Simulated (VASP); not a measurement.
A run of VASP 6.6.1 is set up as follows.

Contents of INCAR:

```
ALGO = Normal ; EDIFF = 1E-7
ENCUT = 520 ; GGA = PE
ISIF = 2 ; ISMEAR = 0
LASPH = T ; LCHARG = F
LREAL = F ; LWAVE = F
NBANDS = 56 ; NELM = 100
PREC = Accurate ; SIGMA = 0.1
```

Contents of KPOINTS:

```
k-points
0
Gamma
  4 4 4
```

POSCAR

```
SiMo3
1.0
    4.8896951700      0.0000000000      0.0000000000
    0.0000000000      4.8896951700      0.0000000000
    0.0000000000      0.0000000000      4.8896951700
Si Mo
2 6
Direct
    0.5000000000      0.5000000000      0.5000000000
    0.0000000000      0.0000000000      0.0000000000
    0.0000000000      0.5000000000      0.2500000000
    0.0000000000      0.5000000000      0.7500000000
    0.5000000000      0.7500000000      0.0000000000
    0.5000000000      0.2500000000      0.0000000000
    0.7500000000      0.0000000000      0.5000000000
    0.2500000000      0.0000000000      0.5000000000
```

Potentials or basis: VASP PAW PBE potentials, release 64 (Si, Mo_sv).

The run is started by

```console
$ cat potpaw_PBE.64/Si/POTCAR potpaw_PBE.64/Mo_sv/POTCAR > POTCAR
$ mpirun -np 1 vasp_std > vasp.out
```

Question: Predict the band gap on the k mesh.

Answer: None (metal or under the smearing width).

Question: Predict the pressure.

Answer: 4.0 GPa.
